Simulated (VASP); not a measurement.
VASP runs on YN (rock salt) share one base input (PBE GGA, plane waves, VASP's PBE PAW potentials (set 64)) and change the settings named in each case.

### POSCAR
```
YN
1
    0.0000000000     2.4400000000     2.4400000000
    2.4400000000     0.0000000000     2.4400000000
    2.4400000000     2.4400000000     0.0000000000
Y N
1 1
Direct
  0.0000000000   0.0000000000   0.0000000000
  0.5000000000   0.5000000000   0.5000000000
```

INCAR:
```
# general
SYSTEM  = YN
PREC    = Accurate
ENCUT   = 520
LREAL   = .False.   # projection in real space or not
LASPH   = .True.   # aspherical one-centre terms

# electronic loop
EDIFF   = 1E-6
NELM    = 100
ALGO    = Normal   # blocked Davidson
LMAXMIX = 4

# smearing
ISMEAR  = 0
SIGMA   = 0.05

# functional
GGA     = PE   # PBE

# ions
ISIF    = 2   # forces and stress, cell fixed

# output
LWAVE   = .False.
LCHARG  = .False.
```

KPOINTS:
```
Automatic mesh
0
Gamma
8 8 8
0 0 0
```

POTCAR, in this order: Y_sv N (PBE.64 set). Program: vasp_std.

```tsv
change	irreducible k-points
base run	29
ISYM = -1	512
ISYM = 0	260
ISYM = 1	29
SYMPREC = 1E-3	29
```

Left out are runs that ran out of time, are held back, or changed the cell or the kind of run, fixed moments of cells without a moment, rows past the twelfth, gaps on odd meshes, pressures of charged cells and columns that move by less than the noise.

The compound is YN in the rock salt structure. The cell was not relaxed at this level.
